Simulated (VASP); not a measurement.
The input files of a VASP run:

POSCAR:
```
SrTe
1
    3.6587190127     0.0000000000     0.0000000000
    0.0000000000     3.6587190127     0.0000000000
    0.0000000000     0.0000000000     3.6587190127
Sr Te
1 1
Direct
  0.0000000000   0.0000000000   0.0000000000
  0.5000000000   0.5000000000   0.5000000000
```

### KPOINTS
```
Automatic mesh
0
Gamma
10 10 10
0 0 0
```

### INCAR
```
# general
SYSTEM  = SrTe
PREC    = Accurate
ENCUT   = 500   # plane-wave cut-off (eV)
LREAL   = .False.   # projection in real space or not
LASPH   = .True.

# electronic loop
EDIFF   = 1E-6   # SCF stop (eV)
NELM    = 100
ALGO    = Normal
LMAXMIX = 4   # l cut-off of mixed one-centre charges

# smearing
ISMEAR  = 1
SIGMA   = 0.1   # width (eV)

# functional
GGA     = PS   # PBEsol

# ions
IBRION  = 2
NSW     = 40   # most ionic steps
ISIF    = 3   # ions, shape and volume
EDIFFG  = -0.02
PSTRESS = 300   # kbar

# output
LWAVE   = .False.
LCHARG  = .False.
```

POTCAR, in this order: Sr_sv Te (PBE.64 set). Program: vasp_std.

**Question.** Translate this PBEsol calculation to Quantum ESPRESSO's pw.x.

**Answer.** One equivalent input (not run):
```
&CONTROL
  calculation = 'vc-relax'
  pseudo_dir = './pseudo'
  outdir = './out'
  tprnfor = .true.
  tstress = .true.
  nstep = 40
  forc_conv_thr = 0.00078
/
&SYSTEM
  ibrav = 0
  nat = 2
  ntyp = 2
  ecutwfc = 82.3
  occupations = 'smearing'
  smearing = 'methfessel-paxton'
  degauss = 0.00735
  input_dft = 'pbesol'
/
&ELECTRONS
  conv_thr = 7.3e-08
  electron_maxstep = 100
/
&IONS
/
&CELL
  press = 300
/
ATOMIC_SPECIES
  Sr 87.620 Sr.upf
  Te 127.600 Te.upf
CELL_PARAMETERS angstrom
     3.6587190    0.0000000    0.0000000
     0.0000000    3.6587190    0.0000000
     0.0000000    0.0000000    3.6587190
ATOMIC_POSITIONS crystal
  Sr   0.0000000  0.0000000  0.0000000
  Te   0.5000000  0.5000000  0.5000000
K_POINTS automatic
  10 10 10 0 0 0
```
Limits of the translation: the potentials are each code's own (VASP's PAW set, PseudoDojo norm-conserving files in pw.x), so ENCUT and ecutwfc are chosen apart and not converted; conv_thr bounds pw.x's estimated SCF error, while EDIFF bounds the energy change between steps; forc_conv_thr acts on force components and is met together with etot_conv_thr.

The structure was generated: SrTe was put into the CsCl type type (Pm-3m), which need not be its known phase. This run relaxes it under an external pressure of 30 GPa. Symmetry was kept, so distortions that lower it aren't found.
